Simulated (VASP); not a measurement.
```
CELL_PARAMETERS angstrom
      2.07000    -3.58534     0.00000
      2.07000     3.58534     0.00000
      0.00000     0.00000     6.72000
ATOMIC_POSITIONS crystal
  Cd 0.66667 0.33333 0.50000
  Cd 0.33333 0.66667 0.00000
  S  0.66667 0.33333 0.87700
  S  0.33333 0.66667 0.37700
```

Computed with PBE GGA, VASP's PBE PAW potentials (set 64) (plane waves; VASP 6.6.1). Numerical set-up: 400 eV cut-off, 4×4×2 Monkhorst-Pack mesh, Gaussian smearing of 0.050 eV, potentials Cd S.

Predict the energy per atom (σ→0), pressure.

```yaml
energy per atom (σ→0): -3.065 eV/atom
pressure: 24.7 kbar
```

Total energies compare only between runs with the same potentials, cut-off and functional.

The compound is CdS in the wurtzite structure. The cell was not relaxed at this level. The k-mesh is coarse (spacing up to 0.47 per Å, 2π included), so the numbers may not be converged in it. The run is one of a series of settings (KPOINTS 4×4×2 Monkhorst-Pack mesh against the base run), some of them coarse on purpose.
